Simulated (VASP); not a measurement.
OSZICAR of a VASP run on Ca (fcc):

OSZICAR:
```
       N       E                     dE             d eps       ncg     rms          rms(c)
DAV:   1     0.613164818807E+02    0.61316E+02   -0.49748E+03   846   0.949E+02
DAV:   2    -0.618001889680E+00   -0.61934E+02   -0.61630E+02   886   0.225E+02
DAV:   3    -0.190260686083E+01   -0.12846E+01   -0.12780E+01  1374   0.338E+01
DAV:   4    -0.194079466814E+01   -0.38188E-01   -0.38149E-01  1211   0.468E+00
DAV:   5    -0.194122279847E+01   -0.42813E-03   -0.42795E-03  1347   0.358E-01    0.222E+00
DAV:   6    -0.193364411169E+01    0.75787E-02   -0.11653E-02  1046   0.137E+00    0.135E+00
DAV:   7    -0.193147363638E+01    0.21705E-02   -0.17017E-02  1057   0.181E+00    0.104E-01
DAV:   8    -0.193106030232E+01    0.41333E-03   -0.21193E-03   997   0.489E-01    0.207E-02
DAV:   9    -0.193107287073E+01   -0.12568E-04   -0.12086E-04  1318   0.895E-02    0.537E-03
DAV:  10    -0.193107325512E+01   -0.38439E-06   -0.72098E-06  1199   0.302E-02    0.107E-03
DAV:  11    -0.193107248998E+01    0.76514E-06   -0.35553E-07  1367   0.656E-03    0.543E-04
DAV:  12    -0.193107240038E+01    0.89606E-07   -0.26300E-08   604   0.129E-03
   1 F= -.19310724E+01 E0= -.19311189E+01  d E =0.139571E-03
```

Which electronic solver shows in the log?

It is blocked Davidson (ALGO = Normal, or the opening steps of other solvers). The INCAR had ALGO = Normal.

Can the final energy be trusted as converged?

Self-consistency was reached. It stopped with EDIFF = 1E-7, NELM = 100 (PBE GGA, plane waves, VASP's PBE PAW potentials (set 64)).

The compound is Ca in the fcc structure. It was relaxed first.
